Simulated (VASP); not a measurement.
```
CELL_PARAMETERS angstrom
      2.86000     0.00000     0.00000
      0.00000     2.86000     0.00000
      0.00000     0.00000     2.86000
ATOMIC_POSITIONS crystal
  Al 0.50000 0.50000 0.50000
  Co 0.00000 0.00000 0.00000
```

Calculation: revTPSS meta-GGA, VASP's PBE PAW potentials (set 64) (plane waves; VASP). Settings: 520 eV cut-off, 11×11×11 Γ-centred mesh, first-order Methfessel-Paxton smearing of 0.10 eV, potentials Al Co.

Energy and stress use the plane-wave basis of the starting cell.

**Question.** The ions, cell shape and volume are relaxed. Which structure does the run end with?

**Answer.** 
```
CELL_PARAMETERS angstrom
      2.82147     0.00000     0.00000
      0.00000     2.82147     0.00000
      0.00000     0.00000     2.82147
ATOMIC_POSITIONS crystal
  Al 0.50000 0.50000 0.50000
  Co 0.00000 0.00000 0.00000
```
Space group Pm-3m (221), at a tolerance of 0.03 Å.

**Question.** How do energy and volume change from the first to the last step?

**Answer.** The energy (σ→0) changes by -11.3 meV/atom and the volume by -4.0 %, in 3 ionic steps.

```
step  E(σ→0) (eV)  max force (eV/Å)  pressure (GPa)  volume (Å³)
----  -----------  ----------------  --------------  -----------
1        -10.4516             0.000           -7.49        23.39
2        -10.4524             0.000            8.44        21.59
3        -10.4742             0.000            0.09        22.46
```

The compound is CoAl in the CsCl type structure. This run relaxes it. Symmetry was kept, so distortions that lower it aren't found. The run is not spin-polarised, so no magnetic state was tried.
